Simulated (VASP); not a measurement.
# P2S (P4_2/nmc) in VASP: further runs, part 2 of 2

VASP 6.6.1. Earlier steps stand in the parts before.

### Step 3. Relaxation of cell and atoms, PBE, target pressure 30 GPa, at which the enthalpy is minimised

Input file INCAR:

```
SYSTEM = P2S
PREC     = Accurate       ! precision mode
ENCUT    = 600            ! plane-wave cutoff, eV
EDIFF    = 1E-6           ! SCF threshold, eV
ISMEAR   = -1             ! smearing method
SIGMA    = 0.05           ! smearing width, eV
LREAL    = .FALSE.        ! projectors in reciprocal space
LASPH    = .TRUE.         ! aspherical terms in the spheres
NELM     = 80             ! most SCF steps
ALGO     = Normal         ! electronic algorithm
ISIF     = 3              ! what is computed and relaxed
LWAVE    = .FALSE.        ! write WAVECAR
LCHARG   = .FALSE.        ! write CHGCAR
GGA      = PE             ! functional
IBRION   = 2              ! ionic algorithm
NSW      = 60             ! ionic steps
EDIFFG   = -0.01          ! ionic threshold
PSTRESS  = 300
```

Input file KPOINTS:

```
regular mesh
0
G
  6 6 3
  0 0 0
```

Input file POSCAR:

```
P2S
1.0
    3.3294100000      0.0000000000      0.0000000000
    0.0000000000      3.3294100000      0.0000000000
    0.0000000000      0.0000000000      9.1991400000
P S
4 2
Direct
    0.0000000000      0.5000000000      0.3030700000
    0.0000000000      0.5000000000      0.8030700000
    0.5000000000      0.0000000000      0.6969300000
    0.5000000000      0.0000000000      0.1969300000
    0.0000000000      0.0000000000      0.0000000000
    0.5000000000      0.5000000000      0.5000000000
```

Potentials or basis: VASP PAW PBE potentials, release 64 (P, S).

Run with:

```console
$ cat potpaw_PBE.64/P/POTCAR potpaw_PBE.64/S/POTCAR > POTCAR
$ mpirun -np 1 vasp_std > vasp.out
```

OUTCAR:

```text
SYSTEM = P2S
   PREC = Accurate
   ENCUT = 600
   EDIFF = 1E-6
   ISMEAR = -1
   LREAL = .FALSE.
   LASPH = .TRUE.
   NELM = 80
   ISIF = 3
   GGA = PE
   IBRION = 2
   NSW = 60
   EDIFFG = -0.01
   PSTRESS = 300

 ion  position               nearest neighbor table
   1  0.000  0.500  0.303-   6 2.46   6 2.46   4 2.55   4 2.55   4 2.55   4 2.55
   2  0.000  0.500  0.803-   5 2.46   5 2.46   3 2.55   3 2.55   3 2.55   3 2.55
   3  0.500  0.000  0.697-   6 2.46   6 2.46   2 2.55   2 2.55   2 2.55   2 2.55
   4  0.500  0.000  0.197-   5 2.46   5 2.46   1 2.55   1 2.55   1 2.55   1 2.55
   5  0.000  0.000  0.000-   2 2.46   4 2.46   2 2.46   4 2.46
   6  0.500  0.500  0.500-   1 2.46   3 2.46   3 2.46   1 2.46

  LATTYP: Found a simple tetragonal cell.
 ALAT       =     3.3294100000
 C/A-ratio  =     2.7629940440

  Lattice vectors:

 A1 = (   3.3294100000,   0.0000000000,   0.0000000000)
 A2 = (   0.0000000000,   3.3294100000,   0.0000000000)
 A3 = (   0.0000000000,   0.0000000000,   9.1991400000)

Analysis of symmetry for initial positions (statically):
=====================================================================
 Subroutine PRICEL returns:
 Original cell was already a primitive cell.

 Routine SETGRP: Setting up the symmetry group for a
 simple tetragonal supercell.

 Subroutine GETGRP returns: Found 16 space group operations
 (whereof  8 operations were pure point group operations)
 out of a pool of 16 trial point group operations.

The static configuration has the point symmetry D_2d.
 The point group associated with its full space group is D_4h.

Analysis of symmetry for dynamics (positions and initial velocities):
=====================================================================
 Subroutine PRICEL returns:
 Original cell was already a primitive cell.

 Routine SETGRP: Setting up the symmetry group for a
 simple tetragonal supercell.

 Subroutine GETGRP returns: Found 16 space group operations
 (whereof  8 operations were pure point group operations)
 out of a pool of 16 trial point group operations.

The dynamic configuration has the point symmetry D_2d.
 The point group associated with its full space group is D_4h.

 Subroutine INISYM returns: Found 16 space group operations
 (whereof  8 operations are pure point group operations),
 and found     1 'primitive' translations

----------------------------------------------------------------------------------------

                                     Primitive cell

  volume of cell :     101.9722

  direct lattice vectors                    reciprocal lattice vectors
     3.329410000  0.000000000  0.000000000     0.300353516  0.000000000  0.000000000
     0.000000000  3.329410000  0.000000000     0.000000000  0.300353516  0.000000000
     0.000000000  0.000000000  9.199140000     0.000000000  0.000000000  0.108705814

  length of vectors
     3.329410000  3.329410000  9.199140000     0.300353516  0.300353516  0.108705814

  position of ions in fractional coordinates (direct lattice)
     0.000000000  0.500000000  0.303070000
     0.000000000  0.500000000  0.803070000
     0.500000000  0.000000000  0.696930000
     0.500000000  0.000000000  0.196930000
     0.000000000  0.000000000  0.000000000
     0.500000000  0.500000000  0.500000000

  ion indices of the primitive-cell ions
   primitive index   ion index
                 1           1
                 2           2
                 3           3
                 4           4
                 5           5
                 6           6

----------------------------------------------------------------------------------------

 KPOINTS: regular mesh

Automatic generation of k-mesh.
 Grid dimensions read from file:
 generate k-points for:    6    6    3

 Generating k-lattice:

  Cartesian coordinates                     Fractional coordinates (reciprocal lattice)
     0.050058919  0.000000000  0.000000000     0.166666667  0.000000000  0.000000000
     0.000000000  0.050058919  0.000000000     0.000000000  0.166666667  0.000000000
     0.000000000  0.000000000  0.036235271     0.000000000  0.000000000  0.333333333

  Length of vectors
     0.050058919  0.050058919  0.036235271

  Shift w.r.t. Gamma in fractional coordinates (k-lattice)
     0.000000000  0.000000000  0.000000000

 Subroutine IBZKPT returns following result:
 ===========================================

 Found     20 irreducible k-points:

 Following reciprocal coordinates:
            Coordinates               Weight
  0.000000  0.000000  0.000000      1.000000
  0.166667  0.000000  0.000000      4.000000
  0.333333  0.000000  0.000000      4.000000
  0.500000  0.000000  0.000000      2.000000
  0.166667  0.166667  0.000000      4.000000
  0.333333  0.166667  0.000000      8.000000
[... 12 lines left out ...]
  0.500000  0.333333  0.333333      8.000000
  0.500000  0.500000  0.333333      2.000000
   k-points           NKPTS =     20   k-points in BZ     NKDIM =     20   number of bands    NBANDS=     20
   number of dos      NEDOS =    301   number of ions     NIONS =      6
   total plane-waves  NPLWV =  62720
   dimension x,y,z NGX =    28 NGY =   28 NGZ =   80
   dimension x,y,z NGXF=    56 NGYF=   56 NGZF=  160
   ions per type =               4   2
   NGX,Y,Z   is equivalent  to a cutoff of  13.98, 13.98, 14.46 a.u.
   NGXF,Y,Z  is equivalent  to a cutoff of  27.96, 27.96, 28.92 a.u.
 SYSTEM =  P2S
   PREC   = accura    normal or accurate (medium, high low for compatibility)
   ISTART =      0    job   : 0-new  1-cont  2-samecut
   ICHARG =      2    charge: 1-file 2-atom 10-const
   ISPIN  =      1    spin polarized calculation?
   LNONCOLLINEAR =      F non collinear calculations
   LSORBIT =      F    spin-orbit coupling
   LASPH  =      T    aspherical Exc in radial PAW
   ENCUT  =  600.0 eV  44.10 Ry    6.64 a.u.   6.65  6.65 18.37*2*pi/ulx,y,z
   NELM   =     80;   NELMIN=  2; NELMDL= -5     # of ELM steps
   EDIFF  = 0.1E-05   stopping-criterion for ELM
   LREAL  =      F    real-space projection
   EDIFFG = -.1E-01   stopping-criterion for IOM
   NSW    =     60    number of steps for IOM
   IBRION =      2    ionic relax: 0-MD 1-quasi-New 2-CG
   NFREE  =      1    steps in history (QN), initial steepest desc. (CG)
   ISIF   =      3    stress and relaxation
   ISYM   =      2    0-nonsym 1-usesym 2-fastsym
   POTIM  = 0.5000    time-step for ionic-motion
   TEBEG  =    0.0;   TEEND  =   0.0 temperature during run
   PSTRESS=  300.0 pullay stress
   NELECT =      32.0000    total number of electrons
   NUPDOWN=      -1.0000    fix difference up-down
   EMIN   =  10.00;   EMAX   =-10.00  energy-range for DOS
   EFERMI =   0.00;   METHOD = LEGACY
   ISMEAR =    -1;   SIGMA  =   0.05  broadening in eV -4-tet -1-fermi 0-gaus
   EFERMI_NEDOS =   21; number of points for ismear=-14 and -15
   IALGO  =     38    algorithm
   IMIX   =      4    mixing-type and parameters
     AMIX     =   0.40;   BMIX     =  1.00
     AMIX_MAG =   1.60;   BMIX_MAG =  1.00
  volume/ion in A,a.u.               =      17.00       114.69
  Fermi-wavevector in a.u.,A,eV,Ry     =   1.112494  2.102308 16.839145  1.237642
  Thomas-Fermi vector in A             =   2.249068
   LORBIT       =      0    0 simple, 1 ext, 2 COOP (PROOUT), +10 PAW based schemes
   GGA     = PE    functional components
   LHFCALC =     F    Hartree Fock is set to
   AEXX    =    0.0000 exact exchange contribution
   IVDW    =     0    specifies the selected vdW correction
   LEPSILON=     F    determine dielectric tensor
   LRPA    =     F    only Hartree local field effects (RPA)
 conjugate gradient relaxation of ions
 non-spin polarized calculation
  energy-cutoff  :      600.00
  volume of cell :      101.97
 maximum number of plane-waves:      3445
 NGX is ok and might be reduce to    28
   NGX = 13   NGY = 13   NGZ = 37

--------------------------------------- Ionic step        1  -------------------------------------------

 number of electron      31.9999996 magnetization

 Free energy of the ion-electron system (eV)
  ---------------------------------------------------
  ext. energy  EPLUGINS =         0.00000000
  ---------------------------------------------------
  free energy    TOTEN  =       -26.73552070 eV

  energy without entropy =      -26.69137916  energy(sigma->0) =      -26.71344993

 E-fermi :   7.6318     XC(G=0): -10.5179

 val. band max:        7.6311304290   @ k =   0.3333   0.1667   0.3333
 cond. band min:       7.7107378158   @ k =   0.0000   0.0000   0.0000
 fundamental gap:      0.0796073868
 Fermi energy:         7.6317869729

 k-point     1 :       0.0000    0.0000    0.0000
  band No.  band energies     occupation
      1      -8.7363      2.00000
      2      -7.4302      2.00000
      3      -7.0240      2.00000
      4      -3.7740      2.00000
      5      -1.7048      2.00000
      6       2.6856      2.00000
[... 570 lines left out ...]
  energy  without entropy=      -24.9769035571  energy(sigma->0) =      -24.99481357

  enthalpy is  TOTEN    =       -10.1474332621 eV   P V=       14.8652903124

[... ionic steps 4 to 22 ...]

--------------------------------------- Ionic step       23  -------------------------------------------

 number of electron      31.9999998 magnetization

------------------------ aborting loop because EDIFF is reached ----------------------------------------
[... 79 lines left out ...]
--------------------------------------- Ionic step       25  -------------------------------------------

 number of electron      31.9999998 magnetization

 Free energy of the ion-electron system (eV)
  ---------------------------------------------------
  ext. energy  EPLUGINS =         0.00000000
  ---------------------------------------------------
  free energy    TOTEN  =       -24.94037378 eV

  energy without entropy =      -24.92301417  energy(sigma->0) =      -24.93169398

 E-fermi :  11.4806     XC(G=0): -11.8098

 val. band max:       11.4033322318   @ k =   0.3333   0.3333   0.0000
 cond. band min:      11.5222436301   @ k =   0.3333   0.1667   0.3333
 fundamental gap:      0.1189113983
 Fermi energy:        11.4806034075

 k-point     1 :       0.0000    0.0000    0.0000
  band No.  band energies     occupation
      1      -7.5872      2.00000
      2      -5.9830      2.00000
      3      -5.9580      2.00000
      4      -1.9667      2.00000
      5      -0.2943      2.00000
      6       5.4487      2.00000
[... 486 lines left out ...]
  energy  without entropy=      -24.9230141700  energy(sigma->0) =      -24.93169398

  enthalpy is  TOTEN    =       -10.3815486256 eV   P V=       14.5588251591

 reached required accuracy - stopping structural energy minimisation
```

It took 5.6 min on 1 thread of AMD EPYC 9R45 (Zen 5), shared host; peak memory 0.23 GiB.

Results:

```yaml
Free_energy: -24.9404 eV
Relaxed_volume: 12.96 Å³/atom
Relaxed_cell: a = 2.919 Å, b = 2.919 Å, c = 9.124 Å, α = 90.00°, β = 90.00°, γ = 90.00°
Space_group_after_relaxing_to_0.05_Å: P4_2/nmc (No. 137)
Energy_change_on_relaxing_the_enthalpy_is_what_falls: +299.2 meV/atom
Ionic_steps: 25
Pressure_after_relaxing: 30.0 GPa
Largest_force_after_relaxing: 0.010 eV/Å
```

Forces in eV/Å, atoms in the order of the input:
```
P    0.000  0.000 -0.010
P    0.000  0.000 -0.010
P    0.000  0.000  0.010
P    0.000  0.000  0.010
S    0.000  0.000  0.000
S    0.000  0.000  0.000
```

Step by step:
```csv
step,energy change (eV),largest force (eV/Å),pressure (GPa),volume (Å³)
1,0.0000,0.0802,0.53,101.97
2,7.2976,0.1569,87.81,62.44
3,1.7228,0.2672,28.50,79.39
4,1.8276,0.2672,29.74,78.81
5,1.9075,0.2676,30.68,78.39
6,1.9193,0.0408,30.92,78.24
7,1.9280,0.0248,30.97,78.18
8,1.7651,0.0397,29.15,79.05
9,1.8349,0.0332,29.93,78.67
10,1.8353,0.0306,29.94,78.67
11,1.8363,0.0230,29.99,78.66
12,1.8381,0.0195,30.24,78.63
13,1.8365,0.0156,30.59,78.57
14,1.7571,0.0940,30.02,78.40
15,1.8937,0.8898,29.47,77.90
16,1.7392,0.3852,29.51,78.21
17,1.7367,0.3626,29.54,78.22
18,1.7388,0.3286,29.56,78.18
19,1.7484,0.2272,29.64,78.06
20,1.7822,0.0352,29.87,77.82
21,1.7867,0.0171,29.90,77.80
22,1.7851,0.0234,29.89,77.81
23,1.7896,0.0202,29.95,77.78
24,1.7973,0.0147,30.06,77.74
25,1.7951,0.0098,30.05,77.75
```

Final structure:
```xyz
6
Lattice="2.9192 0.0000 0.0000 0.0000 2.9192 0.0000 0.0000 0.0000 9.1241" Properties=species:S:1:pos:R:3 pbc="T T T"
P     0.0000    1.4596    2.8328
P     0.0000    1.4596    7.3949
P     1.4596    0.0000    6.2913
P     1.4596    0.0000    1.7292
S     0.0000    0.0000    0.0000
S     1.4596    1.4596    4.5620
```

Levels at points of the mesh, in eV from the Fermi level:
| k point | band 13 | band 14 | band 15 | band 16 | band 17 | band 18 |
| --- | --- | --- | --- | --- | --- | --- |
| (0.00, 0.00, 0.00) | -2.52 | -0.32 | 0.50 | 0.50 | 1.01 | 1.12 |
| (0.50, 0.00, 0.00) | -0.60 | -0.60 | 0.34 | 0.34 | 0.87 | 0.87 |
| (0.50, 0.50, 0.00) | -5.03 | -5.03 | -4.22 | -4.22 | -1.39 | -1.39 |

Caveat: the cell is relaxed towards a set pressure, so the enthalpy falls and the energy may rise; the volume moved by over 15 % at a fixed basis, so the end points are rough; the bands computed are all filled at some k points, so no gap is given.
